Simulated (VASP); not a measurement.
Input:

```
CELL_PARAMETERS angstrom
      0.00000     3.02909     3.02909
      3.02909     0.00000     3.02909
      3.02909     3.02909     0.00000
ATOMIC_POSITIONS crystal
  Pb 0.00000 0.00000 0.00000
  Se 0.50000 0.50000 0.50000
```

Level of theory: AM05 GGA, VASP's PBE PAW potentials (set 64) (plane waves; VASP). Run with 520 eV cut-off, 8×8×8 Γ-centred mesh, Gaussian smearing of 0.050 eV, potentials Pb_d Se.

Q: Give the stress tensor in GPa (positive for a compressed cell).

A: 
```
1.74  0.00  0.00
0.00  1.74  0.00
0.00  0.00  1.74
```
The pressure is its mean diagonal, 1.74 GPa.

The compound is PbSe in the rock salt structure. This cell is one point of a volume scan, at 0.97 of the reference volume.
